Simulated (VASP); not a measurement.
These are PBE GGA, VASP's PBE PAW potentials (set 64) (plane waves; VASP) values and carry that method's errors.

Input for VASP

### INCAR
```
ALGO  =  Normal
EDIFF  =  1E-7
ENCUT  =  400
GGA  =  PE
ISIF  =  2
ISMEAR  =  -5
LASPH  =  .True.
LCHARG  =  .True.
LMAXMIX  =  4
LORBIT  =  11
LREAL  =  .False.
LWAVE  =  .False.
NEDOS  =  601
NELM  =  100
PREC  =  Accurate
SYSTEM  =  RuSe
```

File KPOINTS:
```
kpoints
0
gamma
  13 13 13
```

POSCAR:
```
RuSe
1.0
  0.0000000000   2.7501458388   2.7501458388
  2.7501458388   0.0000000000   2.7501458388
  2.7501458388   2.7501458388   0.0000000000
Ru Se
1 1
Cartesian
  0.0000000000   0.0000000000   0.0000000000
  1.3750729194   1.3750729194   1.3750729194
```

POTCAR, in this order: Ru_pv Se (PBE.64 set). Program: vasp_std.

The run wrote:

OUTCAR:
```
 ion  position               nearest neighbor table
   1  0.000  0.000  0.000-   2 2.38   2 2.38   2 2.38   2 2.38
   2  0.250  0.250  0.250-   1 2.38   1 2.38   1 2.38   1 2.38
  LATTYP: Found a face centered cubic cell.
 ALAT       =     5.5002916776
 Subroutine PRICEL returns:
 Original cell was already a primitive cell.
 Subroutine GETGRP returns: Found 24 space group operations
The static configuration has the point symmetry T_d .
The dynamic configuration has the point symmetry T_d .
 Subroutine INISYM returns: Found 24 space group operations
 Subroutine IBZKPT returns following result:
 Found     84 irreducible k-points:

 Following reciprocal coordinates:
            Coordinates               Weight
  0.000000  0.000000  0.000000      1.000000
  0.076923  0.000000  0.000000      8.000000
  0.153846  0.000000  0.000000      8.000000
  0.230769  0.000000  0.000000      8.000000
  0.307692  0.000000  0.000000      8.000000
  0.384615  0.000000  0.000000      8.000000
  0.461538  0.000000  0.000000      8.000000
  0.076923  0.076923  0.000000      6.000000
  0.153846  0.076923  0.000000     24.000000
  0.230769  0.076923  0.000000     24.000000
  0.307692  0.076923  0.000000     24.000000
  0.384615  0.076923  0.000000     24.000000
  0.461538  0.076923  0.000000     24.000000
 -0.461538  0.076923  0.000000     24.000000
 -0.384615  0.076923  0.000000     24.000000
 -0.307692  0.076923  0.000000     24.000000
 -0.230769  0.076923  0.000000     24.000000
 -0.153846  0.076923  0.000000     24.000000
 -0.076923  0.076923  0.000000     12.000000
  0.153846  0.153846  0.000000      6.000000
  0.230769  0.153846  0.000000     24.000000
  0.307692  0.153846  0.000000     24.000000
  0.384615  0.153846  0.000000     24.000000
  0.461538  0.153846  0.000000     24.000000
...
```

OSZICAR:
```
       N       E                     dE             d eps       ncg     rms          rms(c)
DAV:   1     0.109872034369E+03    0.10987E+03   -0.10252E+04  2712   0.109E+03
DAV:   2    -0.974890687905E+01   -0.11962E+03   -0.11741E+03  2826   0.294E+02
DAV:   3    -0.125969191471E+02   -0.28480E+01   -0.28329E+01  2874   0.469E+01
DAV:   4    -0.126238663241E+02   -0.26947E-01   -0.26952E-01  2958   0.441E+00
DAV:   5    -0.126244523138E+02   -0.58599E-03   -0.58595E-03  2918   0.539E-01    0.112E+01
DAV:   6    -0.124786477107E+02    0.14580E+00   -0.12010E+00  2430   0.110E+01    0.491E+00
DAV:   7    -0.124358670591E+02    0.42781E-01   -0.25149E-01  2376   0.516E+00    0.372E+00
DAV:   8    -0.124238187957E+02    0.12048E-01   -0.33005E-02  2784   0.206E+00    0.200E-01
DAV:   9    -0.124239277435E+02   -0.10895E-03   -0.87460E-04  2874   0.240E-01    0.128E-01
DAV:  10    -0.124240605754E+02   -0.13283E-03   -0.15191E-04  2622   0.981E-02    0.253E-02
DAV:  11    -0.124240735591E+02   -0.12984E-04   -0.13324E-05  3006   0.292E-02    0.602E-03
DAV:  12    -0.124240738505E+02   -0.29145E-06   -0.26396E-06  2742   0.128E-02    0.197E-03
DAV:  13    -0.124240742452E+02   -0.39462E-06   -0.17875E-07  2858   0.344E-03    0.130E-03
DAV:  14    -0.124240741713E+02    0.73884E-07   -0.23598E-08  1740   0.143E-03
   1 F= -.12424074E+02 E0= -.12424074E+02  d E =0.000000E+00
```

File OUTCAR:
```
------------------------ aborting loop because EDIFF is reached ----------------------------------------
  FORCE on cell =-STRESS in cart. coord.  units (eV):
  Direction    XX          YY          ZZ          XY          YZ          ZX
  --------------------------------------------------------------------------------------
  Total        0.0014371      0.0014371      0.0014371      0.0000000      0.0000000      0.0000000
  in kB        0.0553478      0.0553478      0.0553478      0.0000000      0.0000000      0.0000000
  external PRESSURE =       0.0553478 kB  Pullay stress =       0.0000000 kB
  volume of cell :       41.60
      direct lattice vectors                 reciprocal lattice vectors
     0.000000000  2.750145839  2.750145839    -0.181808540  0.181808540  0.181808540
     2.750145839  0.000000000  2.750145839     0.181808540 -0.181808540  0.181808540
     2.750145839  2.750145839  0.000000000     0.181808540  0.181808540 -0.181808540
 POSITION                                       TOTAL-FORCE (eV/Angst)
 -----------------------------------------------------------------------------------
      0.00000      0.00000      0.00000        -0.000000     -0.000000     -0.000000
      1.37507      1.37507      1.37507         0.000000      0.000000      0.000000
 -----------------------------------------------------------------------------------
    total drift:                               -0.000001     -0.000001     -0.000000
  FREE ENERGIE OF THE ION-ELECTRON SYSTEM (eV)
  ---------------------------------------------------
  free  energy   TOTEN  =       -12.4240741713 eV

  energy  without entropy=      -12.4240741713  energy(sigma->0) =      -12.42407417

 total charge

# of ion       s       p       d       tot
------------------------------------------
    1        0.321   6.182   6.201  12.704
    2        1.439   2.317   0.149   3.905
--------------------------------------------------
tot          1.760   8.499   6.349  16.609
```
(Selected blocks of OUTCAR.)

### OUTCAR
```
 val. band max:        6.3941523173   @ k =  -0.4615   0.3846   0.0000

 cond. band min:       6.3498060911   @ k =  -0.3077   0.3077   0.0769


 Fermi energy:         6.3684526317

 k-point     1 :       0.0000    0.0000    0.0000
  band No.  band energies     occupation
      1     -36.1811      2.00000
      2     -36.1811      2.00000
      3     -36.1811      2.00000
      4      -8.6362      2.00000
      5       1.0867      2.00000
      6       1.0867      2.00000
      7       1.0867      2.00000
      8       4.6339      2.00000
      9       4.6339      2.00000
     10       8.2337      0.00000
     11       9.7952      0.00000
     12       9.7952      0.00000
     13       9.7952      0.00000
     14      13.9381      0.00000

 k-point     2 :       0.0769    0.0000    0.0000
  band No.  band energies     occupation
      1     -36.1825      2.00000
      2     -36.1812      2.00000
      3     -36.1812      2.00000
      4      -8.5969      2.00000
      5       1.0221      2.00000
      6       1.1130      2.00000
      7       1.1130      2.00000
      8       4.6183      2.00000
      9       4.6183      2.00000
     10       8.3044      0.00000
     11       9.6361      0.00000
     12       9.7146      0.00000
     13       9.7146      0.00000
     14      13.7777      0.00000

 k-point     3 :       0.1538    0.0000    0.0000
  band No.  band energies     occupation
      1     -36.1877      2.00000
      2     -36.1821      2.00000
      3     -36.1821      2.00000
      4      -8.4865      2.00000
      5       0.8645      2.00000
      6       1.1839      2.00000
      7       1.1839      2.00000
      8       4.5886      2.00000
      9       4.5886      2.00000
     10       8.1125      0.00000
     11       9.4762      0.00000
     12       9.4762      0.00000
     13       9.5972      0.00000
     14      13.4665      0.00000

 k-point     4 :       0.2308    0.0000    0.0000
  band No.  band energies     occupation
...
```

For a metal the tetrahedron method with Blöchl corrections gives inexact stress and forces.

The structure was generated: RuSe was put into the zinc blende type (F-43m), which need not be its known phase. It was relaxed first, which changed the volume by -28 %.
